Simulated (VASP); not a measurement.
Calculation: AM05 GGA, VASP's PBE PAW potentials (set 64) (plane waves; VASP).

VASP ran on this input.

POSCAR:
```
AlN
1.0
  1.5567731008  -2.6964101006   0.0000000000
  1.5567731008   2.6964101006   0.0000000000
  0.0000000000   0.0000000000   4.9828003199
Al N
2 2
direct
  0.6666670000   0.3333330000   0.5000110523
  0.3333330000   0.6666670000   0.0000110523
  0.6666670000   0.3333330000   0.8819889477
  0.3333330000   0.6666670000   0.3819889477
```

### KPOINTS
```
Automatic
0
gamma
 9 9 5
0 0 0
```

**INCAR**
```
ALGO = Normal
EDIFF = 1E-7
ENCUT = 520
GGA = AM
ISIF = 2
ISMEAR = -5
LASPH = .TRUE.
LCHARG = .TRUE.
LEFG = .TRUE.
LORBIT = 11
LREAL = .FALSE.
LWAVE = .FALSE.
NEDOS = 601
NELM = 100
PREC = Accurate
SYSTEM = AlN
```

POTCAR, in this order: Al N (PBE.64 set). Program: vasp_std.

The resulting files:

### OSZICAR
```
       N       E                     dE             d eps       ncg     rms          rms(c)
DAV:   1     0.522628035051E+02    0.52263E+02   -0.76459E+03   864   0.120E+03
DAV:   2    -0.307347598734E+02   -0.82998E+02   -0.77106E+02  1292   0.223E+02
DAV:   3    -0.348318513949E+02   -0.40971E+01   -0.40769E+01  1116   0.531E+01
DAV:   4    -0.348656265425E+02   -0.33775E-01   -0.33770E-01   972   0.565E+00
DAV:   5    -0.348661011885E+02   -0.47465E-03   -0.47463E-03  1108   0.684E-01    0.116E+01
DAV:   6    -0.306004060653E+02    0.42657E+01   -0.14925E+01  1032   0.294E+01    0.438E+00
DAV:   7    -0.305854429027E+02    0.14963E-01   -0.55876E-01   948   0.591E+00    0.291E+00
DAV:   8    -0.305678063656E+02    0.17637E-01   -0.73862E-02   996   0.291E+00    0.488E-01
DAV:   9    -0.305635990190E+02    0.42073E-02   -0.17674E-02  1096   0.993E-01    0.247E-01
DAV:  10    -0.305641802215E+02   -0.58120E-03   -0.20294E-03   944   0.349E-01    0.140E-01
DAV:  11    -0.305641136353E+02    0.66586E-04   -0.18024E-04  1052   0.107E-01    0.354E-02
DAV:  12    -0.305641163964E+02   -0.27611E-05   -0.91958E-06   912   0.315E-02    0.859E-03
DAV:  13    -0.305641159868E+02    0.40954E-06   -0.60923E-06  1064   0.180E-02    0.638E-03
DAV:  14    -0.305641159081E+02    0.78727E-07   -0.48380E-07   964   0.612E-03
   1 F= -.30564116E+02 E0= -.30564116E+02  d E =0.000000E+00
```

OUTCAR:
```
------------------------ aborting loop because EDIFF is reached ----------------------------------------
  FORCE on cell =-STRESS in cart. coord.  units (eV):
  Direction    XX          YY          ZZ          XY          YZ          ZX
  --------------------------------------------------------------------------------------
  Total        0.0075476      0.0075476     -0.0106313      0.0000000     -0.0000000      0.0000000
  in kB        0.2890720      0.2890720     -0.4071772      0.0000000     -0.0000000      0.0000000
  external PRESSURE =       0.0569889 kB  Pullay stress =       0.0000000 kB
  volume of cell :       41.83
      direct lattice vectors                 reciprocal lattice vectors
     1.556773101 -2.696410101  0.000000000     0.321177184 -0.185431734  0.000000000
     1.556773101  2.696410101  0.000000000     0.321177184  0.185431734  0.000000000
     0.000000000  0.000000000  4.982800320     0.000000000  0.000000000  0.200690362
  FREE ENERGIE OF THE ION-ELECTRON SYSTEM (eV)
  ---------------------------------------------------
  free  energy   TOTEN  =       -30.5641159081 eV

  energy  without entropy=      -30.5641159081  energy(sigma->0) =      -30.56411591

 total charge

# of ion       s       p       d       tot
------------------------------------------
    1        0.369   0.442   0.000   0.811
    2        0.369   0.442   0.000   0.811
    3        1.217   2.628   0.000   3.845
    4        1.217   2.628   0.000   3.845
--------------------------------------------------
tot          3.172   6.141   0.000   9.313

 Electric field gradients after diagonalization (V/A^2)
 (convention: |V_zz| > |V_xx| > |V_yy|)
----------------------------------------------------------------------
 ion       V_xx      V_yy      V_zz     asymmetry (V_yy - V_xx)/ V_zz
----------------------------------------------------------------------
   1      -2.491    -2.491     4.981       0.000
   2      -2.491    -2.491     4.981       0.000
   3      -0.076    -0.076     0.153       0.002
   4      -0.076    -0.076     0.153       0.001
```
(Selected blocks of OUTCAR.)

The compound is AlN in the wurtzite structure. It was relaxed first.
